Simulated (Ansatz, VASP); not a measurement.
**WC (Qusongite): VASP beside Ansatz**

Aim: how closely do two programs agree when they are given the same cell, functional and k mesh? The cell is taken from a series of VASP runs on this material, whose earlier steps may have relaxed, scaled or displaced it; both programs get it as it stands.

Program: Ansatz 0.2.0. Level of theory: plane waves, with VASP 6.6.1 beside it; relaxation of cell and atoms at PBEsol, spin-orbit coupling. Results are calculated unless marked as measured.

### Step 1. Starting point

The structure is hexagonal, space group P-6m2 (No. 187). The conventional cell has a = 2.907 Å, b = 2.907 Å, c = 2.837 Å, α = 90.00°, β = 90.00°, γ = 120.00°. Nearest to W lie 6 C at 2.20 Å. Nearest to C lie 6 W at 2.20 Å. Farther neighbours are not listed.

### Step 2. VASP: relaxation of cell and atoms, PBEsol, spin-orbit coupling

The relaxed volume is the usual yardstick between codes: its relative difference is about their pressure difference at one cell divided by the bulk modulus.

Lines of VASP's logs that name or quote its potential files are left out, and so is its time.

File INCAR:

```
SYSTEM = WC
PREC = Accurate
ENCUT = 520
EDIFF = 1E-06
NELM = 100
ISMEAR = 0
SIGMA = 0.03
LREAL = .FALSE.
ALGO = Normal
GGA = PS
LNONCOLLINEAR = .TRUE.
MAGMOM = 0 0 0 0 0 0
NBANDS = 22
GGA_COMPAT = .FALSE.
LASPH = .TRUE.
LSORBIT = .TRUE.
LMAXMIX = 4
LORBIT = 11
LWAVE = .FALSE.
LCHARG = .FALSE.
KPAR = 2
IBRION = 2
NSW = 50
ISIF = 3
EDIFFG = -0.01
```

File POSCAR:

```
WC
1.0
    2.9065000000      0.0000000000      0.0000000000
   -1.4532500000      2.5171028361      0.0000000000
    0.0000000000      0.0000000000      2.8366000000
W C
1 1
Direct
    0.0000000000      0.0000000000      0.0000000000
    0.6666666667      0.3333333333      0.5000000000
```

File KPOINTS:

```
Automatic mesh
0
Gamma
8 8 6
0 0 0
```

The projector-augmented-wave data sets are W and C (PBE family, release 64).

On the command line:

```console
mpirun -np 2 vasp_ncl
```

Numbers of over 12 decimals in the logs are rounded to 6 here.

The program printed:

```text
[banner, memory and clock lines left out]
running    2 mpi-ranks, on    1 nodes
 distrk:  each k-point on    1 cores,    2 groups
 distr:  one band on    1 cores,    1 groups

 POSCAR found type information on POSCAR W C
 POSCAR found :  2 types and       2 ions
|                                                                             |
|               ----> ADVICE to this user running VASP <----                  |
|                                                                             |
|     You enforced a specific xc type in the INCAR file but a different       |
|     [... a line on the potential file left out ...]
|     I HOPE YOU KNOW WHAT YOU ARE DOING!                                     |
|                                                                             |

 LDA part: xc-table for (Slater+PW92), standard interpolation
 POSCAR, INCAR and KPOINTS ok, starting setup
 FFT: planning ... GRIDC
 FFT: planning ... GRID_SOFT
 FFT: planning ... GRID
 WAVECAR not read
 entering main loop
       N       E                     dE             d eps       ncg     rms          rms(c)
DAV:   1     0.294528726089E+02    0.29453E+02   -0.46241E+03  2648   0.838E+02
DAV:   2    -0.244541054988E+02   -0.53907E+02   -0.50728E+02  3066   0.225E+02
DAV:   3    -0.270798793459E+02   -0.26258E+01   -0.25818E+01  3368   0.421E+01
DAV:   4    -0.271043934391E+02   -0.24514E-01   -0.24503E-01  2894   0.489E+00
DAV:   5    -0.271045448870E+02   -0.15145E-03   -0.15144E-03  3326   0.364E-01    0.346E+01
DAV:   6    -0.242745985017E+02    0.28299E+01   -0.40117E+00  3850   0.216E+01    0.105E+01
DAV:   7    -0.242052919495E+02    0.69307E-01   -0.59693E-01  2716   0.713E+00    0.894E+00
DAV:   8    -0.241689208336E+02    0.36371E-01   -0.13729E-01  2890   0.268E+00    0.299E+00
DAV:   9    -0.241578792479E+02    0.11042E-01   -0.12087E-02  2864   0.920E-01    0.947E-01
DAV:  10    -0.241569835989E+02    0.89565E-03   -0.49932E-03  2998   0.536E-01    0.343E-01
DAV:  11    -0.241569103242E+02    0.73275E-04   -0.23345E-04  3280   0.147E-01    0.955E-02
DAV:  12    -0.241569078986E+02    0.24256E-05   -0.17917E-05  3330   0.481E-02    0.177E-02
DAV:  13    -0.241569070898E+02    0.80887E-06   -0.83324E-07  2040   0.889E-03
   1 F= -.24156907E+02 E0= -.24156782E+02  d E =-.241569E+02  mag=     0.0000    -0.0000    -0.0000
[...]
2 F= -.24131623E+02 E0= -.24131484E+02  d E =0.252845E-01  mag=    -0.0000     0.0000     0.0000
[...]
3 F= -.24159991E+02 E0= -.24159864E+02  d E =-.308358E-02  mag=     0.0000    -0.0000     0.0000
[...]
4 F= -.24159990E+02 E0= -.24159864E+02  d E =-.308325E-02  mag=     0.0000     0.0000     0.0000
[...]
5 F= -.24159990E+02 E0= -.24159862E+02  d E =0.366415E-06  mag=     0.0000     0.0000    -0.0000
 trial-energy change:    0.000000  1 .order    0.000000   -0.000031    0.000031
 step:   0.4248(harm=  0.4248)  dis= 0.00000  next Energy=   -24.159998 (dE=-0.776E-05)
 bond charge predicted
       N       E                     dE             d eps       ncg     rms          rms(c)
DAV:   2    -0.241599987182E+02    0.21980E-05   -0.46387E-06  3186   0.200E-02    0.944E-03
DAV:   3    -0.241599980614E+02    0.65682E-06   -0.94726E-07  2298   0.798E-03
   6 F= -.24159998E+02 E0= -.24159871E+02  d E =-.772081E-05  mag=    -0.0000    -0.0000     0.0000
 curvature:  -0.21 expect dE=-0.363E-06 dE for cont linesearch -0.158E-07
 trial: gam= 0.04589 g(F)=  0.434E-48 g(S)=  0.170E-05 ort =-0.165E-05 (trialstep = 0.766E+00)
 search vector abs. value=  0.162E-05
 reached required accuracy - stopping structural energy minimisation
```

OUTCAR, selected parts (step 2):

```text
ion  position               nearest neighbor table
   1  0.000  0.000  0.000-   2 2.20   2 2.20   2 2.20   2 2.20   2 2.20   2 2.20
   2  0.667  0.333  0.500-   1 2.20   1 2.20   1 2.20   1 2.20   1 2.20   1 2.20

  LATTYP: Found a hexagonal cell.
 ALAT       =     2.9065000000
 C/A-ratio  =     0.9759504559

 Subroutine GETGRP returns: Found 12 space group operations
 (whereof 12 operations were pure point group operations)

The static configuration has the point symmetry D_3h.

 Found     60 irreducible k-points:

   k-points           NKPTS =     60   k-points in BZ     NKDIM =     60   number of bands    NBANDS=     22

   dimension x,y,z NGX =    24 NGY =   24 NGZ =   24
   dimension x,y,z NGXF=    48 NGYF=   48 NGZF=   48

   ENCUT  =  520.0 eV  38.22 Ry    6.18 a.u.   5.40  5.40  5.27*2*pi/ulx,y,z

   NELECT =      10.0000    total number of electrons

 k-points in reciprocal lattice and weights: Automatic mesh
   0.00000000  0.00000000  0.00000000       0.003
   0.12500000  0.00000000  0.00000000       0.008
  -0.12500000  0.00000000  0.00000000       0.008
   0.25000000  0.00000000  0.00000000       0.008
  -0.25000000  0.00000000  0.00000000       0.008
   0.37500000  0.00000000  0.00000000       0.008
  -0.37500000 -0.00000000  0.00000000       0.008
   0.50000000  0.00000000  0.00000000       0.008
   0.12500000  0.12500000  0.00000000       0.016
[...]
0.25000000  0.25000000  0.50000000       0.016
   0.37500000  0.25000000  0.50000000       0.016

 average (electrostatic) potential at core
       1 -36.8719       2 -46.2169

 E-fermi :   8.3424

 k-point     1 :       0.0000    0.0000    0.0000
  band No.  band energies     occupation
    ...
      4       3.8887      1.00000
      5       4.7395      1.00000
      6       4.7395      1.00000
      7       5.0457      1.00000
      8       5.0457      1.00000
      9       8.4380      0.00000
     10       8.4380      0.00000
     11      11.3389      0.00000
     12      11.3389      0.00000
     13      11.7280      0.00000
    ...

 k-point     2 :       0.1250    0.0000    0.0000
  band No.  band energies     occupation
    ...
      6       4.5423      1.00000
      7       5.3018      1.00000
      8       5.3018      1.00000
      9       7.4103      1.00000
     10       7.4103      1.00000
     11      11.3697      0.00000
     12      11.3697      0.00000
     13      12.6817      0.00000
     14      12.6817      0.00000
     15      13.2711      0.00000
    ...

 k-point     3 :      -0.1250    0.0000    0.0000
  band No.  band energies     occupation
    ...
      6       4.5423      1.00000
      7       5.3018      1.00000
      8       5.3018      1.00000
      9       7.4103      1.00000
     10       7.4103      1.00000
     11      11.3697      0.00000
     12      11.3697      0.00000
     13      12.6817      0.00000
     14      12.6817      0.00000
     15      13.2711      0.00000
    ...

  Total        0.0028524      0.0028524      0.0073534      0.0000000     -0.0000000      0.0000000
  in kB        0.2224436      0.2224436      0.5734537      0.0000000     -0.0000000      0.0000000
  external PRESSURE =       0.3394470 kB  Pullay stress =       0.0000000 kB

  energy-cutoff  :      520.00
  volume of cell :       20.54
      direct lattice vectors                 reciprocal lattice vectors
     2.899262397  0.000000000  0.000000000     0.344915314  0.199136949  0.000000000
    -1.449631199  2.510834888  0.000000000    -0.000000000  0.398273899  0.000000000
    -0.000000000 -0.000000000  2.822227930    -0.000000000 -0.000000000  0.354329992

 POSITION                                       TOTAL-FORCE (eV/Angst)
 -----------------------------------------------------------------------------------
      2.89926      0.00000      0.00000         0.000000     -0.000000     -0.000000
      1.44963      0.83694      1.41111        -0.000000      0.000000      0.000000
 -----------------------------------------------------------------------------------
    total drift:                               -0.000000      0.000000      0.000000

  FREE ENERGIE OF THE ION-ELECTRON SYSTEM (eV)
  ---------------------------------------------------
  free  energy   TOTEN  =       -24.1599980614 eV

  energy  without entropy=      -24.1597435108  energy(sigma->0) =      -24.15987079

 reached required accuracy - stopping structural energy minimisation

 Spin-Orbit-Coupling matrix elements
 Ion:    1  E_soc:     -0.3601167
 Ion:    2  E_soc:     -0.0002920

 total charge
# of ion       s       p       d       tot
------------------------------------------
    1        0.629   0.904   4.408   5.940
    2        0.850   1.565   0.000   2.415
--------------------------------------------------
tot          1.479   2.469   4.408   8.355

 magnetization (x)
# of ion       s       p       d       tot
------------------------------------------
    1        0.000   0.000   0.000   0.000
    2        0.000   0.000   0.000   0.000
--------------------------------------------------
tot          0.000   0.000   0.000   0.000

 magnetization (y)
# of ion       s       p       d       tot
------------------------------------------
    1        0.000  -0.000   0.000   0.000
    2        0.000   0.000   0.000   0.000
--------------------------------------------------
tot          0.000  -0.000   0.000   0.000

 magnetization (z)
# of ion       s       p       d       tot
------------------------------------------
    1        0.000   0.000   0.000   0.000
    2        0.000   0.000   0.000   0.000
--------------------------------------------------
tot          0.000   0.000   0.000   0.000

[... 3 further parts left out ...]
```

[end of part 1 of 2]

[Lines on the potential files, build, host, timing and source positions are cut from VASP's logs without a mark.]

[Logs are printed without paths, hosts, clocks, repeated set-up lines and the standing remarks that a program may print on its own settings, such as how far it seeks lower states.]

[Hosts, paths, dates, database ids (printed as entryN), source tags and the programs' standing remarks are cut or masked in the printed files.]
